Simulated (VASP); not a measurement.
Consider the following.

```xyz
4
Lattice="3.9966 0.0000 -0.0300 0.0000 3.9966 0.0000 -0.0395 0.0000 5.2615" Properties=species:S:1:pos:R:3 pbc="T T T"
Pb     1.9678     0.0000     4.0560
Pb    -0.0089     1.9983     1.1905
O      1.9983     1.9983    -0.0150
O      0.0000     0.0000     0.0000
```

Calculation: r2SCAN meta-GGA, VASP's PBE PAW potentials (set 64) (plane waves; VASP 6.6.1). Settings: 600 eV cut-off, 6×6×4 Γ-centred mesh, Gaussian smearing of 0.050 eV, potentials Pb_d O.

Problem. Which forces act on the atoms, in eV/Å?

Solution. 
```
atom      Fx     Fy      Fz
----  ------  -----  ------
Pb1   -0.090  0.000   0.014
Pb2    0.090  0.000  -0.014
O3    -0.050  0.000  -0.003
O4     0.050  0.000   0.003
```

Problem. Give the stress tensor in GPa (positive for a compressed cell).

Solution. 
```
 0.01   0.00   0.58
 0.00  -0.02   0.00
 0.58   0.00  -0.04
```
The pressure is its mean diagonal, -0.02 GPa.

The compound is PbO in the litharge structure. This cell was strained or had an atom moved on purpose.
